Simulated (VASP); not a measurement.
Data:

```
CELL_PARAMETERS angstrom
      4.09211     2.03918     2.03918
      2.03918     4.09211     2.03918
      2.03918     2.03918     4.09211
ATOMIC_POSITIONS crystal
  Ni 0.00000 0.00000 0.00000
  Ni 0.50000 0.50000 0.50000
  O  0.25000 0.25000 0.25000
  O  0.75000 0.75000 0.75000
```
Starting moments (μB, in the order of the record's atoms Ni Ni O O): 1.4 -1.4 0.0 0.0.

The numbers are results of PBE GGA, VASP's PBE PAW potentials (set 64) (plane waves; VASP), not measurements. Numerical set-up: 600 eV cut-off, 8×8×8 Γ-centred mesh, Gaussian smearing of 0.050 eV, potentials Ni O.

### Question
Estimate the cell moment, energy per atom (σ→0), pressure.

### Answer

```json
{
 "cell_moment": "0.00 μB",
 "energy per atom (σ→0)": "-5.846 eV/atom",
 "pressure": "14.93 GPa"
}
```

### Question
Give the moment on each site (PAW-sphere projection).

### Answer

```csv
site,moment (μB)
Ni1,1.31
Ni2,-1.31
O3,0.00
O4,0.00
```

Total energies compare only between runs with the same potentials, cut-off and functional.

The compound is NiO in the rock salt, AFM-II order structure. It was relaxed first under an external pressure of 15 GPa.
